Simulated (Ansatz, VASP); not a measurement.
**One calculation of TlZn4, two programs**

```
CELL_PARAMETERS angstrom
4.39476 0.00000 0.00000
0.00000 4.39476 0.00000
0.00000 0.00000 4.39476
ATOMIC_POSITIONS crystal
Zn 0.50000 0.50000 0.50000
Zn 0.00000 0.50000 0.50000
Zn 0.50000 0.00000 0.50000
Zn 0.50000 0.50000 0.00000
Tl 0.00000 0.00000 0.00000
```

Change from the starting cell: species swapped into the Mn4N type (Pm-3m, No. 221).

Alike in both runs: task relaxation of cell and atoms; functional PBE; k mesh 4 × 4 × 4; occupations gaussian, width 0.1 eV; no spin polarisation.

```csv
,VASP,Ansatz
version,VASP 6.6.1,Ansatz 0.2.0
potentials or method,"VASP PAW PBE potentials, release 64 (Zn, Tl_d)","scalar-relativistic, plane waves, PAW"
plane-wave cutoff (eV),600,420
valence electrons in the cell,61,61
```

Ansatz gave:

* gap on the k mesh at the Fermi level, each at its own relaxed structure (eV): none
* relaxed volume (Å³/atom): 22.42
* relaxed cell length with the largest relative difference (Å): 4.822
* energy change over the relaxation (meV/atom): -259

Q: Which values does VASP return?

A: gap on the k mesh at the Fermi level, each at its own relaxed structure (eV): none; relaxed volume (Å³/atom): 22.38; relaxed cell length with the largest relative difference (Å): 4.819; energy change over the relaxation (meV/atom): -269.

A gap of «none» marks a metal or a gap that the smearing closes.

Caveats: the volume moved by over 15 % at a fixed basis, so the end points are rough (VASP). Spin-orbit coupling is left out, which matters for the levels of Tl.
